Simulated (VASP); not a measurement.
Consider the following.

```xyz
1
Lattice="0.0000 2.5245 2.5245 2.5245 0.0000 2.5245 2.5245 2.5245 0.0000" Properties=species:S:1:pos:R:3 pbc="T T T"
Pb     0.0000     0.0000     0.0000
```
Cell charge +0.1.

Method: PBE GGA, VASP's PBE PAW potentials (set 64) (plane waves; VASP). Run with NELECT = 13.9, 400 eV cut-off, 11×11×11 Γ-centred mesh, Gaussian smearing of 0.050 eV, potentials Pb_d.

The cell is charged, with a uniform compensating background.

### Question
Give the stress tensor in GPa (positive for a compressed cell).

### Answer

```
-5.76   0.00   0.00
 0.00  -5.76   0.00
 0.00   0.00  -5.76
```
The pressure is its mean diagonal, -5.76 GPa.

The compound is Pb in the fcc structure. The cell was not relaxed at this level. The run is one of a series of settings (ISMEAR = 0, NELECT = 13.9, SIGMA = 0.05 against the base run), some of them coarse on purpose.
